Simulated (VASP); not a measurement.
Write the native input for VASP 6.6.1 that does the following.

```
Task                   : single point
Functional             : PBEsol
Potentials or basis    : VASP PAW PBE potentials, release 64 (Sc_sv, C)
Cutoff                 : 520 eV
k mesh                 : 3 × 2 × 3
Occupations            : gaussian, width 0.1 eV
Spin                   : no spin polarisation
Dipole correction      : no
Further INCAR settings : ALGO = Fast; EDIFF = 1e-06; NBANDS = 80
```

The structure of Sc12C (a cell with a defect) lies in POSCAR:

```
Sc12C
1.0
    6.6200000000      0.0000000000      0.0000000000
   -4.9650000000      8.5996320000      0.0000000000
    0.0000000000      0.0000000000      5.2761400000
Sc C
12 1
Direct
   -0.0016144697     -0.0042602961      0.0016332047
    0.1731168786      0.2296361714      0.5081198640
    0.0085650131      0.3359376614     -0.0128002341
    0.1676446806      0.5509291944      0.5133679737
    0.0041831599      0.6719504520      0.0078963275
    0.1699292316      0.8913012295      0.5052538352
    0.4958251342     -0.0025807807     -0.0053721762
    0.6615813271      0.2167752351      0.4919161909
    0.4980954550      0.3377900756     -0.0136574431
    0.6572015862      0.5527967501      0.5125661081
    0.4926671847      0.6591100531     -0.0083875378
    0.6673547132      0.8929887487      0.4980842634
    0.3328825056      0.4443838056      0.7498659236
```

The cell was built by a generator and needn't be a form met in nature.

The input as run:

INCAR

```
SYSTEM = Sc12C
  PREC = Accurate
  ENCUT = 520
  EDIFF = 1E-6
  ISMEAR = 0
  SIGMA = 0.1
  LREAL = .FALSE.
  LASPH = .TRUE.
  NELM = 60
  ALGO = Fast
  ISIF = 2
  LWAVE = .FALSE.
  LCHARG = .FALSE.
  GGA = PS
  NBANDS = 80
```

KPOINTS

```
Automatic mesh
0
G
  3 2 3
  0 0 0
```

Potentials or basis: VASP PAW PBE potentials, release 64 (Sc_sv, C).

Command:

```console
$ cat potpaw_PBE.64/Sc_sv/POTCAR potpaw_PBE.64/C/POTCAR > POTCAR
$ mpirun -np 1 vasp_std > vasp.out
```

It gave:

- Pressure: -1.6 GPa
- Largest force: 0.032 eV/Å
- Band gap on the k mesh: none (metal or under the smearing width)

Caveat: the k mesh is coarse (spacing up to 0.40 Å⁻¹), so the values aren't converged; the PAW data sets were made with another functional, which shifts forces and pressure a little.

Wall time 13 min on 1 thread of Intel(R) Xeon(R) Platinum 8375C CPU @ 2.90GHz (Ice Lake), on a shared host, peak memory 0.49 GiB.
